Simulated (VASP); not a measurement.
**FC2IH2: single point with HSE06+D3(BJ)**

FC2IH2, in a box:

```
F C I H
1.0
    12.00000    0.00000    0.00000
     0.00000   11.00000    0.00000
     0.00000    0.00000   13.00000
F C I H
1 2 1 2
Direct
  0.39935 0.45035 0.38199
  0.44337 0.47622 0.47369
  0.54758 0.51307 0.48200
  0.61698 0.55347 0.62324
  0.38519 0.46352 0.53650
  0.60149 0.52393 0.41599
```

- Program: VASP 6.6.1
- Task: single point
- Functional: HSE06
- Dispersion: D3(BJ)
- Potentials or basis: VASP PAW PBE potentials, release 64 (F, C, I, H)
- Cutoff: 520 eV
- k mesh: 1 × 1 × 1
- Occupations: gaussian, width 0.01 eV
- Spin: no spin polarisation
- Grid for exact exchange (PRECFOCK): Normal
- Screening parameter: 0.2 1/A
- Further INCAR settings: ALGO = Normal; EDIFF = 1e-06

```
Largest force                   : 0.454 eV/Å
Gap between the frontier levels : 5.33 eV
Dispersion energy per atom      : -0.015 eV
```

Forces on the atoms (eV/Å):
```
F   -0.175 -0.094 -0.392
C    0.135  0.084  0.425
C    0.055  0.020  0.023
I   -0.020 -0.010 -0.044
H    0.007  0.000 -0.023
H   -0.002  0.000  0.011
```

Levels at points of the mesh, in eV from the valence-band top:
```
           k point  band 8  band 9  band 10  band 11  band 12  band 13  band 14  band 15  band 16
(0.00, 0.00, 0.00)   -4.10   -3.74    -2.19    -0.76     0.00     5.33     5.90     6.22     6.96
```

Wall time 11 min on 1 thread of Intel(R) Xeon(R) Platinum 8488C (Sapphire Rapids), on a shared host, peak memory 1.4 GiB.

Caveat: the PAW data sets were made with another functional, which shifts forces and pressure a little; spin-orbit coupling is left out, which moves the levels of the heavy elements.
